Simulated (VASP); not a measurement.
Calculation: r2SCAN meta-GGA, VASP's PBE PAW potentials (set 64) (plane waves; VASP).

Input for VASP

**KPOINTS**
```
Regular mesh
0
Gamma
  10 10 10
```

### INCAR
```
ALGO  =  Normal
EDIFF  =  1E-6
EDIFFG  =  -0.01
ENCUT  =  400
IBRION  =  2
ISIF  =  3
ISMEAR  =  1
LASPH  =  .TRUE.
LCHARG  =  .FALSE.
LMAXMIX  =  4
LMIXTAU  =  .TRUE.
LREAL  =  .FALSE.
LWAVE  =  .FALSE.
METAGGA  =  R2SCAN
NELM  =  100
NSW  =  60
PREC  =  Accurate
SIGMA  =  0.1
SYSTEM  =  YSe
```

POSCAR:
```
YSe
1.0
  0.0000000000   2.8792329945   2.8792329945
  2.8792329945   0.0000000000   2.8792329945
  2.8792329945   2.8792329945   0.0000000000
Y Se
1 1
Cart
  0.0000000000   0.0000000000   0.0000000000
  2.8792329945   2.8792329945   2.8792329945
```

POTCAR, in this order: Y_sv Se (PBE.64 set). Program: vasp_std.

**Question.** What does the run give for the energy per atom (σ→0), band gap (on the k-mesh)?

**Answer.** 
| Item | Value |
|---|---|
| energy per atom (σ→0) | -19.311 eV/atom |
| band gap (on the k-mesh) | none (metal, semimetal or under 0.01 eV) |

File OSZICAR:
```
...
DAV:  19    -0.386221475065E+02   -0.29771E-04   -0.81256E-05  1296   0.983E-02    0.117E-01
DAV:  20    -0.386221625433E+02   -0.15037E-04   -0.11265E-05  1420   0.363E-02    0.844E-02
DAV:  21    -0.386221586203E+02    0.39230E-05   -0.28019E-06  1308   0.165E-02    0.278E-02
DAV:  22    -0.386221551151E+02    0.35052E-05   -0.97126E-07   864   0.904E-03    0.108E-02
DAV:  23    -0.386221607909E+02   -0.56758E-05   -0.49384E-06  1224   0.214E-02    0.116E-02
DAV:  24    -0.386221626744E+02   -0.18835E-05   -0.40115E-07   716   0.784E-03    0.750E-03
DAV:  25    -0.386221622655E+02    0.40882E-06   -0.78189E-08   692   0.242E-03
   1 F= -.38622162E+02 E0= -.38622066E+02  d E =-.386222E+02
```

The structure was generated: YSe was put into the rock salt type (Fm-3m), which need not be its known phase. It was relaxed first, which changed the volume by -36 %. The start is the result of an earlier pass. The electron count is odd and the run is not spin-polarised, which forces a metal.
